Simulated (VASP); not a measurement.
Method: PBEsol GGA, VASP's PBE PAW potentials (set 64) (plane waves; VASP).

VASP input:

POSCAR:
```
TiCo
1.0
  2.9900000000   0.0000000000   0.0000000000
  0.0000000000   2.9900000000   0.0000000000
  0.0000000000   0.0000000000   2.9900000000
Ti Co
1 1
Cartesian
  0.0000000000   0.0000000000   0.0000000000
  1.4950000000   1.4950000000   1.4950000000
```

### INCAR
```
SYSTEM=TiCo
PREC=Accurate; ENCUT=480; LREAL=F
LASPH=T
EDIFF=1E-6; NELM=100; ALGO=Normal
LMAXMIX=4
ISMEAR=1; SIGMA=0.1
GGA=PS
IBRION=2; NSW=60; ISIF=3
EDIFFG=-0.01
LWAVE=F; LCHARG=F
```

KPOINTS:
```
Automatic mesh
0
Gamma
11 11 11
0 0 0
```

POTCAR, in this order: Ti_sv Co (PBE.64 set). Program: vasp_std.

Output of the run:

File OUTCAR:
```
 ion  position               nearest neighbor table
   1  0.000  0.000  0.000-   2 2.59   2 2.59   2 2.59   2 2.59   2 2.59   2 2.59   2 2.59   2 2.59
  LATTYP: Found a simple cubic cell.
 ALAT       =     2.9900000000
 Subroutine PRICEL returns:
 Original cell was already a primitive cell.
 Subroutine GETGRP returns: Found 48 space group operations
The static configuration has the point symmetry O_h .
The dynamic configuration has the point symmetry O_h .
 Subroutine INISYM returns: Found 48 space group operations
 Subroutine IBZKPT returns following result:
 Found     56 irreducible k-points:

 Following reciprocal coordinates:
            Coordinates               Weight
  0.000000  0.000000  0.000000      1.000000
  0.090909  0.000000  0.000000      6.000000
  0.181818  0.000000  0.000000      6.000000
  0.272727  0.000000  0.000000      6.000000
  0.363636  0.000000  0.000000      6.000000
  0.454545  0.000000  0.000000      6.000000
  0.090909  0.090909  0.000000     12.000000
  0.181818  0.090909  0.000000     24.000000
  0.272727  0.090909  0.000000     24.000000
  0.363636  0.090909  0.000000     24.000000
  0.454545  0.090909  0.000000     24.000000
  0.181818  0.181818  0.000000     12.000000
  0.272727  0.181818  0.000000     24.000000
  0.363636  0.181818  0.000000     24.000000
  0.454545  0.181818  0.000000     24.000000
  0.272727  0.272727  0.000000     12.000000
  0.363636  0.272727  0.000000     24.000000
  0.454545  0.272727  0.000000     24.000000
  0.363636  0.363636  0.000000     12.000000
  0.454545  0.363636  0.000000     24.000000
  0.454545  0.454545  0.000000     12.000000
  0.090909  0.090909  0.090909      8.000000
  0.181818  0.090909  0.090909     24.000000
  0.272727  0.090909  0.090909     24.000000
  0.363636  0.090909  0.090909     24.000000
  0.454545  0.090909  0.090909     24.000000
  0.181818  0.181818  0.090909     24.000000
  0.272727  0.181818  0.090909     48.000000
  0.363636  0.181818  0.090909     48.000000
  0.454545  0.181818  0.090909     48.000000
  0.272727  0.272727  0.090909     24.000000
  0.363636  0.272727  0.090909     48.000000
  0.454545  0.272727  0.090909     48.000000
  0.363636  0.363636  0.090909     24.000000
  0.454545  0.363636  0.090909     48.000000
  0.454545  0.454545  0.090909     24.000000
  0.181818  0.181818  0.181818      8.000000
  0.272727  0.181818  0.181818     24.000000
  0.363636  0.181818  0.181818     24.000000
  0.454545  0.181818  0.181818     24.000000
   k-points           NKPTS =     56   k-points in BZ     NKDIM =     56   number of bands    NBANDS=     14
   number of dos      NEDOS =    301   number of ions     NIONS =      2
   total plane-waves  NPLWV =  13824
   dimension x,y,z NGX =    24 NGY =   24 NGZ =   24
   dimension x,y,z NGXF=    48 NGYF=   48 NGZF=   48
   ions per type =               1   1
   PREC   = accura    normal or accurate (medium, high low for compatibility)
   ISTART =      0    job   : 0-new  1-cont  2-samecut
   ICHARG =      2    charge: 1-file 2-atom 10-const
   ISPIN  =      1    spin polarized calculation?
   LNONCOLLINEAR =      F non collinear calculations
   LSORBIT =      F    spin-orbit coupling
   INIWAV =      1    electr: 0-lowe 1-rand  2-diag
   ENCUT  =  480.0 eV  35.28 Ry    5.94 a.u.   5.34  5.34  5.34*2*pi/ulx,y,z
   NELM   =    100;   NELMIN=  2; NELMDL= -5     # of ELM steps
   EDIFF  = 0.1E-05   stopping-criterion for ELM
   LREAL  =      F    real-space projection
   NLSPLINE    = F    spline interpolate recip. space projectors
   LMAXMIX     =    4 max onsite mixed and CHGCAR
   VOSKOWN=      0    Vosko Wilk Nusair interpolation
...
```

File OSZICAR:
```
       N       E                     dE             d eps       ncg     rms          rms(c)
DAV:   1     0.145057246626E+03    0.14506E+03   -0.99638E+03  1568   0.176E+03
DAV:   2    -0.105536313818E+02   -0.15561E+03   -0.15289E+03  1586   0.399E+02
DAV:   3    -0.192576320129E+02   -0.87040E+01   -0.86409E+01  2478   0.105E+02
DAV:   4    -0.195171846761E+02   -0.25955E+00   -0.25863E+00  1922   0.149E+01
DAV:   5    -0.195274283142E+02   -0.10244E-01   -0.10243E-01  2336   0.273E+00    0.138E+01
DAV:   6    -0.177087882296E+02    0.18186E+01   -0.18014E+01  1814   0.646E+01    0.877E+00
DAV:   7    -0.194491282984E+02   -0.17403E+01   -0.30569E+01  2618   0.555E+01    0.224E+01
DAV:   8    -0.168405864135E+02    0.26085E+01   -0.17630E+01  2358   0.402E+01    0.162E+00
DAV:   9    -0.168524864216E+02   -0.11900E-01   -0.44513E-01  2338   0.667E+00    0.184E+00
DAV:  10    -0.168429200146E+02    0.95664E-02   -0.92980E-02  2132   0.371E+00    0.573E-01
DAV:  11    -0.168396696033E+02    0.32504E-02   -0.14052E-02  2098   0.137E+00    0.302E-01
DAV:  12    -0.168390571145E+02    0.61249E-03   -0.29746E-03  2420   0.490E-01    0.548E-02
DAV:  13    -0.168390173684E+02    0.39746E-04   -0.10230E-04  1750   0.100E-01    0.338E-02
DAV:  14    -0.168390090173E+02    0.83510E-05   -0.58813E-05  2198   0.671E-02    0.631E-03
DAV:  15    -0.168390092872E+02   -0.26990E-06   -0.16164E-06  1344   0.155E-02
   1 F= -.16839009E+02 E0= -.16839090E+02  d E =-.168390E+02
       N       E                     dE             d eps       ncg     rms          rms(c)
DAV:   1    -0.215214974854E+02   -0.46825E+01   -0.10111E+02  1634   0.151E+02    0.209E+01
DAV:   2    -0.254955624772E+02   -0.39741E+01   -0.85622E+01  1784   0.137E+02    0.248E+01
DAV:   3    -0.169469925980E+02    0.85486E+01   -0.38686E+01  2226   0.880E+01    0.661E+00
DAV:   4    -0.167346567271E+02    0.21234E+00   -0.27488E+00  2096   0.167E+01    0.250E+00
DAV:   5    -0.167627306799E+02   -0.28074E-01   -0.45628E-01  2392   0.786E+00    0.232E+00
DAV:   6    -0.167872637677E+02   -0.24533E-01   -0.14798E-01  2390   0.407E+00    0.109E+00
DAV:   7    -0.168160850108E+02   -0.28821E-01   -0.70279E-02  2362   0.187E+00    0.131E-01
DAV:   8    -0.168172241568E+02   -0.11391E-02   -0.88581E-03  2002   0.676E-01    0.146E-01
DAV:   9    -0.168176827130E+02   -0.45856E-03   -0.10816E-03  1658   0.323E-01    0.701E-02
DAV:  10    -0.168176695578E+02    0.13155E-04   -0.30424E-04  2234   0.140E-01    0.288E-02
DAV:  11    -0.168176665216E+02    0.30362E-05   -0.16141E-05  2122   0.413E-02    0.111E-02
DAV:  12    -0.168176660724E+02    0.44919E-06   -0.31682E-06  1358   0.199E-02
   2 F= -.16817666E+02 E0= -.16818009E+02  d E =0.213432E-01
       N       E                     dE             d eps       ncg     rms          rms(c)
DAV:   1    -0.182592611437E+02   -0.14416E+01   -0.30096E+01  1688   0.912E+01    0.106E+01
DAV:   2    -0.212961046796E+02   -0.30368E+01   -0.39338E+01  2436   0.735E+01    0.272E+01
DAV:   3    -0.169012473228E+02    0.43949E+01   -0.33046E+01  2358   0.562E+01    0.273E+00
DAV:   4    -0.169014644019E+02   -0.21708E-03   -0.48643E-01  1666   0.595E+00    0.220E+00
DAV:   5    -0.168907084983E+02    0.10756E-01   -0.13335E-01  2320   0.316E+00    0.141E+00
DAV:   6    -0.168911254171E+02   -0.41692E-03   -0.44257E-03  1856   0.682E-01    0.126E+00
DAV:   7    -0.168920578541E+02   -0.93244E-03   -0.73669E-02  2246   0.277E+00    0.203E-01
DAV:   8    -0.168921209430E+02   -0.63089E-04   -0.41734E-03  1988   0.801E-01    0.183E-01
DAV:   9    -0.168921404834E+02   -0.19540E-04   -0.74075E-04  1974   0.343E-01    0.394E-02
DAV:  10    -0.168921385649E+02    0.19185E-05   -0.10050E-04  2440   0.749E-02    0.159E-02
DAV:  11    -0.168921373666E+02    0.11983E-05   -0.24104E-05  2020   0.567E-02    0.100E-02
DAV:  12    -0.168921371271E+02    0.23953E-06   -0.21196E-06  1204   0.216E-02
   3 F= -.16892137E+02 E0= -.16892350E+02  d E =-.531278E-01
```

### OUTCAR
```
------------------------ aborting loop because EDIFF is reached ----------------------------------------
  FORCE on cell =-STRESS in cart. coord.  units (eV):
  Direction    XX          YY          ZZ          XY          YZ          ZX
  --------------------------------------------------------------------------------------
  Total       -0.0024192     -0.0024192     -0.0024192     -0.0000000      0.0000000     -0.0000000
  in kB       -0.1538612     -0.1538612     -0.1538612     -0.0000000      0.0000000     -0.0000000
  external PRESSURE =      -0.1538612 kB  Pullay stress =       0.0000000 kB
  volume of cell :       25.19
      direct lattice vectors                 reciprocal lattice vectors
     2.931448672  0.000000000 -0.000000000     0.341128265 -0.000000000  0.000000000
     0.000000000  2.931448672  0.000000000    -0.000000000  0.341128265 -0.000000000
    -0.000000000  0.000000000  2.931448672     0.000000000 -0.000000000  0.341128265
 POSITION                                       TOTAL-FORCE (eV/Angst)
 -----------------------------------------------------------------------------------
      0.00000      0.00000      0.00000        -0.000000     -0.000000      0.000000
      1.46572      1.46572      1.46572         0.000000      0.000000      0.000000
 -----------------------------------------------------------------------------------
    total drift:                                0.000000      0.000000     -0.000000
  FREE ENERGIE OF THE ION-ELECTRON SYSTEM (eV)
  ---------------------------------------------------
  free  energy   TOTEN  =       -16.8921371271 eV

  energy  without entropy=      -16.8927770422  energy(sigma->0) =      -16.89235043

 reached required accuracy - stopping structural energy minimisation
```
(Selected blocks of OUTCAR.)

CONTCAR:
```
TiCo
   1.00000000000000
     2.9314486717601902    0.0000000000000000   -0.0000000000000000
     0.0000000000000000    2.9314486717601902    0.0000000000000000
    -0.0000000000000000    0.0000000000000000    2.9314486717601902
  Ti              Co
     1     1
Direct
     0.0000000000000000    0.0000000000000000    0.0000000000000000
     0.5000000000000000    0.5000000000000000    0.5000000000000000
```

### OUTCAR
```
 val. band max:       10.4457617281   @ k =   0.4545   0.1818   0.1818

 cond. band min:      10.4726116693   @ k =   0.4545   0.3636   0.0909


 Fermi energy:        10.4649726507

 k-point     1 :       0.0000    0.0000    0.0000
  band No.  band energies     occupation
      1     -46.4003      2.00000
      2     -22.5722      2.00000
      3     -22.5722      2.00000
      4     -22.5722      2.00000
      5       2.5829      2.00000
      6       6.4325      2.00000
      7       6.4325      2.00000
      8       8.9460      2.00000
      9       8.9460      2.00000
     10       8.9460      2.00000
     11      11.3021     -0.00000
     12      11.3021     -0.00000
     13      13.4022      0.00000
     14      13.4022      0.00000

 k-point     2 :       0.0909    0.0000    0.0000
  band No.  band energies     occupation
      1     -46.3971      2.00000
      2     -22.6022      2.00000
      3     -22.5701      2.00000
      4     -22.5701      2.00000
      5       2.7554      2.00000
      6       6.5109      2.00000
      7       6.5159      2.00000
      8       8.9342      2.00000
      9       8.9342      2.00000
     10       8.9780      2.00000
     11      11.2094     -0.00000
     12      11.3376     -0.00000
     13      13.1589      0.00000
     14      13.1589      0.00000

 k-point     3 :       0.1818    0.0000    0.0000
  band No.  band energies     occupation
      1     -46.3884      2.00000
      2     -22.6820      2.00000
      3     -22.5645      2.00000
      4     -22.5645      2.00000
      5       3.2566      2.00000
      6       6.7316      2.00000
      7       6.7394      2.00000
      8       8.9064      2.00000
      9       8.9064      2.00000
     10       9.0669      2.00000
     11      10.9413     -0.00000
     12      11.4094     -0.00000
     13      12.5931      0.00000
     14      12.5931      0.00000

 k-point     4 :       0.2727    0.0000    0.0000
  band No.  band energies     occupation
...
```

Energy and stress use the plane-wave basis of the starting cell.

The compound is TiCo in the CsCl type structure. This run relaxes it. Symmetry was kept, so distortions that lower it aren't found. The run is not spin-polarised, so no magnetic state was tried. The electron count is odd and the run is not spin-polarised, which forces a metal.
